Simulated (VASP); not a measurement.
# Fe3F (Fm-3m) in VASP: further runs

One crystal, Fe3F, is run at these levels: PBE; tasks: single point, relaxation of cell and atoms.

Program: VASP 6.6.1. These are calculated values, not measurements. Logs are shortened: lines on timing, memory, paths and dates and some standing lists are left out, and cuts for length are marked.

### Step 1. The cell of the first run

The structure is cubic, space group Fm-3m (No. 225). Conventional cell: a = 5.799 Å, b = 5.799 Å, c = 5.799 Å, α = 90.00°, β = 90.00°, γ = 90.00°. Fe (site symmetry -43m) is surrounded by 4 Fe at 2.51 Å and 4 F at 2.51 Å. Around Fe (site symmetry m-3m) lie 8 Fe at 2.51 Å. Around F (site symmetry m-3m) lie 8 Fe at 2.51 Å.

The cell was built by a generator and needn't be a form met in nature.

### Step 2. Single point, PBE, collinear spin, typed start (species swapped into the NdCd3 type (Fm-3m, No. 225))

INCAR reads:

```
SYSTEM = Fe3F
ALGO = Fast ; EDIFF = 1E-7
ENCUT = 520 ; GGA = PE
ISIF = 2 ; ISMEAR = 0
ISPIN = 2 ; LASPH = .TRUE.
LCHARG = .FALSE. ; LMAXMIX = 4
LORBIT = 11 ; LREAL = .FALSE.
LWAVE = .FALSE. ; MAGMOM = 4 4 4 0
NBANDS = 28 ; NELM = 150
PREC = Accurate ; SIGMA = 0.1
```

KPOINTS reads:

```
k-points
0
G
  6 6 6
  0 0 0
```

POSCAR reads:

```
Fe3F
1.0
    0.0000000000      2.8994171151      2.8994171151
    2.8994171151      0.0000000000      2.8994171151
    2.8994171151      2.8994171151      0.0000000000
Fe F
3 1
Direct
    0.2500000000      0.2500000000      0.2500000000
    0.7500000000      0.7500000000      0.7500000000
    0.5000000000      0.5000000000      0.5000000000
    0.0000000000      0.0000000000      0.0000000000
```

Potentials or basis: VASP PAW PBE potentials, release 64 (Fe, F).

Started as:

```sh
> cat potpaw_PBE.64/Fe/POTCAR potpaw_PBE.64/F/POTCAR > POTCAR
> mpirun -np 1 vasp_std > vasp.out
```

OUTCAR:

```text
SYSTEM = Fe3F
   EDIFF = 1E-7
   ENCUT = 520
   GGA = PE
   ISIF = 2
   ISMEAR = 0
   ISPIN = 2
   LASPH = .TRUE.
   LORBIT = 11
   LREAL = .FALSE.
   NELM = 150
   PREC = Accurate

 ion  position               nearest neighbor table
   1  0.250  0.250  0.250-   4 2.51   4 2.51   4 2.51   3 2.51   3 2.51   3 2.51   4 2.51   3 2.51
                             2 2.90   2 2.90   2 2.90   2 2.90   2 2.90   2 2.90
   2  0.750  0.750  0.750-   3 2.51   3 2.51   3 2.51   4 2.51   4 2.51   4 2.51   4 2.51   3 2.51
                             1 2.90   1 2.90   1 2.90   1 2.90   1 2.90   1 2.90
   3  0.500  0.500  0.500-   1 2.51   1 2.51   1 2.51   2 2.51   2 2.51   2 2.51   2 2.51   1 2.51

   4  0.000  0.000  0.000-   2 2.51   2 2.51   2 2.51   1 2.51   1 2.51   1 2.51   2 2.51   1 2.51

  LATTYP: Found a face centered cubic cell.
 ALAT       =     5.7988342302

  Lattice vectors:

 A1 = (   0.0000000000,   2.8994171151,   2.8994171151)
 A2 = (   2.8994171151,   0.0000000000,   2.8994171151)
 A3 = (   2.8994171151,   2.8994171151,   0.0000000000)

Analysis of symmetry for initial positions (statically):
=====================================================================
 Subroutine PRICEL returns:
 Original cell was already a primitive cell.

 Routine SETGRP: Setting up the symmetry group for a
 face centered cubic supercell.

 Subroutine GETGRP returns: Found 48 space group operations
 (whereof 48 operations were pure point group operations)
 out of a pool of 48 trial point group operations.

The static configuration has the point symmetry O_h .

Analysis of symmetry for dynamics (positions and initial velocities):
=====================================================================
 Subroutine PRICEL returns:
 Original cell was already a primitive cell.

 Routine SETGRP: Setting up the symmetry group for a
 face centered cubic supercell.

 Subroutine GETGRP returns: Found 48 space group operations
 (whereof 48 operations were pure point group operations)
 out of a pool of 48 trial point group operations.

The dynamic configuration has the point symmetry O_h .

Analysis of structural, dynamic, and magnetic symmetry:
=====================================================================
 Subroutine PRICEL returns:
 Original cell was already a primitive cell.

 Routine SETGRP: Setting up the symmetry group for a
 face centered cubic supercell.

 Subroutine GETGRP returns: Found 48 space group operations
 (whereof 48 operations were pure point group operations)
 out of a pool of 48 trial point group operations.

The overall configuration has the point symmetry O_h .

 Subroutine INISYM returns: Found 48 space group operations
 (whereof 48 operations are pure point group operations),
 and found     1 'primitive' translations

----------------------------------------------------------------------------------------

                                     Primitive cell

  volume of cell :      48.7486

  direct lattice vectors                    reciprocal lattice vectors
     0.000000000  2.899417115  2.899417115    -0.172448454  0.172448454  0.172448454
     2.899417115  0.000000000  2.899417115     0.172448454 -0.172448454  0.172448454
     2.899417115  2.899417115  0.000000000     0.172448454  0.172448454 -0.172448454

  length of vectors
     4.100395007  4.100395007  4.100395007     0.298689485  0.298689485  0.298689485

  position of ions in fractional coordinates (direct lattice)
     0.250000000  0.250000000  0.250000000
     0.750000000  0.750000000  0.750000000
     0.500000000  0.500000000  0.500000000
     0.000000000  0.000000000  0.000000000

  ion indices of the primitive-cell ions
   primitive index   ion index
                 1           1
                 2           2
                 3           3
                 4           4

----------------------------------------------------------------------------------------

 KPOINTS: k-points

Automatic generation of k-mesh.
 Grid dimensions read from file:
 generate k-points for:    6    6    6

 Generating k-lattice:

  Cartesian coordinates                     Fractional coordinates (reciprocal lattice)
    -0.028741409  0.028741409  0.028741409     0.166666667  0.000000000  0.000000000
     0.028741409 -0.028741409  0.028741409     0.000000000  0.166666667  0.000000000
     0.028741409  0.028741409 -0.028741409     0.000000000  0.000000000  0.166666667

  Length of vectors
     0.049781581  0.049781581  0.049781581

  Shift w.r.t. Gamma in fractional coordinates (k-lattice)
     0.000000000  0.000000000  0.000000000

 Subroutine IBZKPT returns following result:
 ===========================================

 Found     16 irreducible k-points:

 Following reciprocal coordinates:
            Coordinates               Weight
  0.000000  0.000000  0.000000      1.000000
  0.166667  0.000000  0.000000      8.000000
  0.333333  0.000000  0.000000      8.000000
  0.500000  0.000000  0.000000      4.000000
  0.166667  0.166667  0.000000      6.000000
  0.333333  0.166667  0.000000     24.000000
[... 8 lines left out ...]
 -0.333333  0.333333  0.166667     24.000000
 -0.333333  0.500000  0.166667     12.000000
   k-points           NKPTS =     16   k-points in BZ     NKDIM =     16   number of bands    NBANDS=     28
   number of dos      NEDOS =    301   number of ions     NIONS =      4
   total plane-waves  NPLWV =  27000
   dimension x,y,z NGX =    30 NGY =   30 NGZ =   30
   dimension x,y,z NGXF=    60 NGYF=   60 NGZF=   60
   ions per type =               3   1
   NGX,Y,Z   is equivalent  to a cutoff of  12.16, 12.16, 12.16 a.u.
   NGXF,Y,Z  is equivalent  to a cutoff of  24.33, 24.33, 24.33 a.u.
 SYSTEM =  Fe3F
   PREC   = accura    normal or accurate (medium, high low for compatibility)
   ISTART =      0    job   : 0-new  1-cont  2-samecut
   ICHARG =      2    charge: 1-file 2-atom 10-const
   ISPIN  =      2    spin polarized calculation?
   LNONCOLLINEAR =      F non collinear calculations
   LSORBIT =      F    spin-orbit coupling
   LASPH  =      T    aspherical Exc in radial PAW
   ENCUT  =  520.0 eV  38.22 Ry    6.18 a.u.   7.62  7.62  7.62*2*pi/ulx,y,z
   NELM   =    150;   NELMIN=  2; NELMDL= -5     # of ELM steps
   EDIFF  = 0.1E-06   stopping-criterion for ELM
   LREAL  =      F    real-space projection
   EDIFFG = 0.1E-05   stopping-criterion for IOM
   NSW    =      0    number of steps for IOM
   IBRION =     -1    ionic relax: 0-MD 1-quasi-New 2-CG
   NFREE  =      0    steps in history (QN), initial steepest desc. (CG)
   ISIF   =      2    stress and relaxation
   ISYM   =      2    0-nonsym 1-usesym 2-fastsym
   POTIM  = 0.5000    time-step for ionic-motion
   TEBEG  =    0.0;   TEEND  =   0.0 temperature during run
   PSTRESS=    0.0 pullay stress
   NELECT =      31.0000    total number of electrons
   NUPDOWN=      -1.0000    fix difference up-down
   EMIN   =  10.00;   EMAX   =-10.00  energy-range for DOS
   EFERMI =   0.00;   METHOD = LEGACY
   ISMEAR =     0;   SIGMA  =   0.10  broadening in eV -4-tet -1-fermi 0-gaus
   EFERMI_NEDOS =   21; number of points for ismear=-14 and -15
   IALGO  =     68    algorithm
   IMIX   =      4    mixing-type and parameters
     AMIX     =   0.40;   BMIX     =  1.00
     AMIX_MAG =   1.60;   BMIX_MAG =  1.00
  volume/ion in A,a.u.               =      12.19        82.24
  Fermi-wavevector in a.u.,A,eV,Ry     =   1.407801  2.660359 26.965448  1.981905
  Thomas-Fermi vector in A             =   2.530024
   LORBIT       =     11    0 simple, 1 ext, 2 COOP (PROOUT), +10 PAW based schemes
   GGA     = PE    functional components
   LHFCALC =     F    Hartree Fock is set to
   AEXX    =    0.0000 exact exchange contribution
   IVDW    =     0    specifies the selected vdW correction
   LEPSILON=     F    determine dielectric tensor
   LRPA    =     F    only Hartree local field effects (RPA)
 spin polarized calculation
 RMM-DIIS sequential band-by-band and
 Gauss-broadening in eV      SIGMA  =   0.10
  energy-cutoff  :      520.00
  volume of cell :       48.75
 maximum number of plane-waves:      1363
   NGX = 15   NGY = 15   NGZ = 15

 number of electron      31.0000000 magnetization      12.0000000

 number of electron      30.9999993 magnetization       8.5224402

 Free energy of the ion-electron system (eV)
  ---------------------------------------------------
  ext. energy  EPLUGINS =         0.00000000
  ---------------------------------------------------
  free energy    TOTEN  =       -25.56685397 eV

  energy without entropy =      -25.54561754  energy(sigma->0) =      -25.55623575

 E-fermi :   4.5096     XC(G=0): -11.9487

 val. band max:        4.4178937069   @ k =   0.1667   0.0000   0.0000
 cond. band min:       4.5104605349   @ k =   0.5000   0.1667   0.0000
 fundamental gap:      0.0925668280
 Fermi energy:         4.5095622021

 spin component 1

 k-point     1 :       0.0000    0.0000    0.0000
  band No.  band energies     occupation
      1     -19.3972      1.00000
      2      -1.6352      1.00000
      3      -1.6352      1.00000
      4      -1.6352      1.00000
      5      -1.4807      1.00000
      6       0.5511      1.00000
[... 19 lines left out ...]
     26      13.2302      0.00000
     27      14.5304      0.00000

 k-point     2 :       0.1667    0.0000    0.0000
  band No.  band energies     occupation
      1     -19.3858      1.00000
      2      -2.3072      1.00000
      3      -1.6465      1.00000
      4      -1.6465      1.00000
      5      -0.3406      1.00000
      6       0.7425      1.00000
[... 409 lines left out ...]
     26      17.4249      0.00000
     27      17.8728      0.00000

 k-point    16 :      -0.3333    0.5000    0.1667
  band No.  band energies     occupation
      1     -19.3428      1.00000
      2      -2.2865      1.00000
      3      -1.7891      1.00000
      4      -1.5901      1.00000
      5       0.5524      1.00000
      6       0.9097      1.00000
[... 19 lines left out ...]
     26      16.1356      0.00000
     27      18.4777      0.00000
 Fermi energy:         4.5095622021

 spin component 2

 k-point     1 :       0.0000    0.0000    0.0000
  band No.  band energies     occupation
      1     -19.2332      1.00000
      2      -1.2367      1.00000
      3      -1.2367      1.00000
      4      -1.2366      1.00000
      5      -1.0670      1.00000
      6       2.7383      1.00000
[... 19 lines left out ...]
     26      14.2230      0.00000
     27      15.7696      0.00000

 k-point     2 :       0.1667    0.0000    0.0000
  band No.  band energies     occupation
      1     -19.2216      1.00000
      2      -1.9582      1.00000
      3      -1.2528      1.00000
      4      -1.2528      1.00000
      5       0.0806      1.00000
      6       2.9285      1.00000
[... 409 lines left out ...]
     26      18.2439      0.00000
     27      18.6360      0.00000

 k-point    16 :      -0.3333    0.5000    0.1667
  band No.  band energies     occupation
      1     -19.1775      1.00000
      2      -2.0152      1.00000
      3      -1.5464      1.00000
      4      -1.3812      1.00000
      5       2.1383      1.00000
      6       2.6030      1.00000
[... 19 lines left out ...]
     26      17.0497      0.00000
     27      19.1636      0.00000
 [bands above 27 left out]

------------------------ aborting loop because EDIFF is reached ----------------------------------------

  FORCE on cell =-STRESS in cart. coord.  units (eV):
  Direction    XX          YY          ZZ          XY          YZ          ZX
  --------------------------------------------------------------------------------------
  -------------------------------------------------------------------------------------
  Total       -0.0738470     -0.0738470     -0.0738470     -0.0000000      0.0000000     -0.0000000
  in kB       -2.4270641     -2.4270641     -2.4270641     -0.0000000      0.0000000     -0.0000000
  external PRESSURE =      -2.4270641 kB  Pullay stress =       0.0000000 kB

 VOLUME and BASIS-vectors are now :
 -----------------------------------------------------------------------------
  energy-cutoff  :      520.00
  volume of cell :       48.75
      direct lattice vectors                 reciprocal lattice vectors
     0.000000000  2.899417115  2.899417115    -0.172448454  0.172448454  0.172448454
     2.899417115  0.000000000  2.899417115     0.172448454 -0.172448454  0.172448454
     2.899417115  2.899417115  0.000000000     0.172448454  0.172448454 -0.172448454

 POSITION                                       TOTAL-FORCE (eV/Angst)
 -----------------------------------------------------------------------------------
      1.44971      1.44971      1.44971         0.000000      0.000000      0.000000
      4.34913      4.34913      4.34913        -0.000000     -0.000000     -0.000000
      2.89942      2.89942      2.89942        -0.000000     -0.000000     -0.000000
      0.00000      0.00000      0.00000        -0.000000     -0.000000     -0.000000
 -----------------------------------------------------------------------------------
    total drift:                                0.000000     -0.000000     -0.000000

  FREE ENERGIE OF THE ION-ELECTRON SYSTEM (eV)
  ---------------------------------------------------
  free  energy   TOTEN  =       -25.5668539667 eV

  energy  without entropy=      -25.5456175429  energy(sigma->0) =      -25.55623575

 total charge

# of ion       s       p       d       tot
------------------------------------------
    1        0.419   0.301   6.145   6.866
    2        0.419   0.301   6.145   6.866
    3        0.499   0.350   6.309   7.158
    4        1.777   4.217   0.000   5.994
--------------------------------------------------
tot          3.113   5.169  18.600  26.882

 magnetization (x)

# of ion       s       p       d       tot
------------------------------------------
    1       -0.013  -0.017   2.945   2.915
    2       -0.013  -0.017   2.945   2.915
    3       -0.043  -0.002   2.566   2.522
    4       -0.002   0.094   0.000   0.092
--------------------------------------------------
tot         -0.070   0.059   8.456   8.445
```

It took 49 s on 1 thread of Intel Xeon Platinum 8488C (Sapphire Rapids), shared host; peak memory 0.19 GiB.

What came out:

```
Free energy                                           : -25.5669 eV
Pressure                                              : -0.2 GPa
Band gap on the k mesh                                : none (metal or under the smearing width)
Net moment                                            : 8.52 μB per cell
Site moments                                          : Fe +2.92, +2.52; F +0.09 μB
Valence electrons inside the program's atomic spheres : Fe 6.87, 7.16; F 5.99
```

Caveat: semilocal functionals often make such compounds metallic where correlation or magnetic order opens a gap, which also shifts bond lengths.

### Step 3. Relaxation of cell and atoms, PBE, collinear spin, typed start (species swapped into the NdCd3 type (Fm-3m, No. 225))

INCAR reads:

```
  ALGO = Normal
  EDIFF = 1E-7
  EDIFFG = -0.04
  ENCUT = 600
  GGA = PE
  IBRION = 2
  ISIF = 3
  ISMEAR = 0
  ISPIN = 2
  LASPH = T
  LCHARG = F
  LMAXMIX = 4
  LORBIT = 11
  LREAL = F
  LWAVE = F
  MAGMOM = 4 4 4 0
  NELM = 150
  NSW = 90
  PREC = Accurate
  SIGMA = 0.1
```

KPOINTS reads:

```
k-points
0
Gamma
  6 6 6
```

POSCAR reads:

```
Fe3F
1.0
    0.0000000000      2.7869633200      2.7869633200
    2.7869633200      0.0000000000      2.7869633200
    2.7869633200      2.7869633200      0.0000000000
Fe F
3 1
Direct
    0.2500000000      0.2500000000      0.2500000000
    0.7500000000      0.7500000000      0.7500000000
    0.5000000000      0.5000000000      0.5000000000
    0.0000000000      0.0000000000      0.0000000000
```

Potentials or basis: VASP PAW PBE potentials, release 64 (Fe, F).

Started as:

```sh
> cat potpaw_PBE.64/Fe/POTCAR potpaw_PBE.64/F/POTCAR > POTCAR
> mpirun -np 1 vasp_std > vasp.out
```

Run time: 4.8 min. Hardware: 1 thread of Intel Xeon Platinum 8488C (Sapphire Rapids), shared host; peak memory 0.23 GiB.

It converged, with:

| Item | Value |
| --- | --- |
| Free energy | -25.5610 eV |
| Relaxed volume | 12.14 Å³/atom |
| Relaxed cell | a = 4.095 Å, b = 4.095 Å, c = 4.095 Å, α = 60.00°, β = 60.00°, γ = 60.00° |
| Space group after relaxing (to 0.05 Å) | Fm-3m (No. 225) |
| Energy gained by relaxing | 68.8 meV/atom |
| Ionic steps | 3 |
| Pressure after relaxing | 0.3 GPa |
| Band gap on the k mesh | none (metal or under the smearing width) |
| Net moment | 8.52 μB per cell |
| Site moments | Fe +2.91, +2.52; F +0.09 μB |
| Valence electrons inside the program's atomic spheres | Fe 6.87, 7.16; F 5.99 |

Step by step:
```
step  energy change (eV)  largest force (eV/Å)  pressure (GPa)  volume (Å³)
   1              0.0000                0.0000           18.70        43.29
   2             -0.2067                0.0000           -6.82        51.70
   3             -0.2751                0.0000            0.27        48.56
```

Final structure:
```
CELL_PARAMETERS angstrom
0.00000 2.89572 2.89572
2.89572 0.00000 2.89572
2.89572 2.89572 0.00000
ATOMIC_POSITIONS crystal
Fe 0.25000 0.25000 0.25000
Fe 0.75000 0.75000 0.75000
Fe 0.50000 0.50000 0.50000
F 0.00000 0.00000 0.00000
```

Levels at points of the mesh, in eV from the Fermi level:
Spin up:
```csv
k point,band 17,band 18,band 19,band 20,band 21,band 22,band 23,band 24
"(0.00, 0.00, 0.00)",-1.24,-1.24,-1.11,-1.11,6.98,6.98,6.98,8.75
"(0.50, 0.00, 0.00)",-1.25,-1.25,-0.60,-0.60,0.73,5.45,5.45,9.28
"(0.50, 0.50, 0.00)",-1.20,-0.62,-0.62,0.35,1.20,3.51,3.51,5.53
```
Spin down:
```csv
k point,band 8,band 9,band 10,band 11,band 12,band 13,band 14,band 15
"(0.00, 0.00, 0.00)",-0.75,-0.75,-0.75,0.01,0.01,0.01,1.57,1.57
"(0.50, 0.00, 0.00)",-1.11,-0.76,-0.54,-0.54,0.10,0.10,0.42,0.42
"(0.50, 0.50, 0.00)",-0.79,-0.71,-0.71,-0.59,0.38,0.38,0.96,1.27
```

Caveat: semilocal functionals often make such compounds metallic where correlation or magnetic order opens a gap, which also shifts bond lengths.
